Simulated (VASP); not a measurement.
Data:

```yaml
crystal:
  lattice:
    - [5.74729, 0.00000, 0.00000]
    - [0.00000, 5.74729, 0.00000]
    - [0.00000, 0.00000, 5.74729]
  atoms:
    - { symbol: Zn, position: [0.00000, 0.00000, 0.00000] }
    - { symbol: Cd, position: [0.00000, 0.50000, 0.50000] }
    - { symbol: Cd, position: [0.50000, 0.00000, 0.50000] }
    - { symbol: Cd, position: [0.50000, 0.50000, 0.00000] }
    - { symbol: S, position: [0.76365, 0.76365, 0.23635] }
    - { symbol: S, position: [0.76365, 0.23635, 0.76365] }
    - { symbol: S, position: [0.23635, 0.23635, 0.23635] }
    - { symbol: S, position: [0.23635, 0.76365, 0.76365] }
```

The numbers are results of r2SCAN meta-GGA, VASP's PBE PAW potentials (set 64) (plane waves; VASP 6.6.1), not measurements. Run with 400 eV cut-off, 5×5×5 Γ-centred mesh, tetrahedra with Blöchl corrections, potentials Zn Cd S.

Task: Tabulate the total density of states (states/eV per cell) against energy (eV; zero at the valence-band maximum or, without a gap, the Fermi level).

Result: 
(E (eV), DOS (states/eV)): (-9.92, 0.00); (-9.69, 0.00); (-9.46, 0.00); (-9.12, 0.00); (-8.89, 0.00); (-8.66, 0.00); (-8.43, 0.00); (-8.09, 0.00); (-7.86, 21.4); (-7.63, 44.5); (-7.40, 58.0); (-7.06, 0.14); (-6.83, 0.00); (-6.60, 0.00); (-6.37, 0.00); (-6.03, 22.4); (-5.80, 15.8); (-5.57, 0.00); (-5.35, 0.00); (-5.00, 0.00); (-4.77, 0.00); (-4.54, 0.86); (-4.32, 10.4); (-4.09, 2.87); (-3.74, 8.40); (-3.52, 3.50); (-3.29, 2.90); (-3.06, 2.13); (-2.71, 2.39); (-2.49, 4.08); (-2.26, 7.96); (-2.03, 5.58); (-1.69, 10.8); (-1.46, 7.55); (-1.23, 9.72); (-1.00, 5.08); (-0.66, 4.54); (-0.43, 6.35); (-0.20, 1.92); (0.03, 0.01); (0.26, 0.00); (0.60, 0.00); (0.83, 0.00); (1.06, 0.00); (1.29, 0.00); (1.63, 0.00); (1.86, 0.00); (2.09, 0.02); (2.32, 0.07); (2.66, 0.23); (2.89, 0.40); (3.12, 0.48); (3.35, 0.72); (3.69, 2.27); (3.92, 2.83); (4.15, 2.33); (4.38, 4.66); (4.72, 5.56); (4.95, 6.41); (5.18, 4.06)
Within 2 eV below the valence-band maximum the largest weight inside VASP's projection spheres is S p.

The structure comes from a computed database's ZnCd3S4 entry (P-43m); how it stands against other phases isn't given here. It was relaxed first.
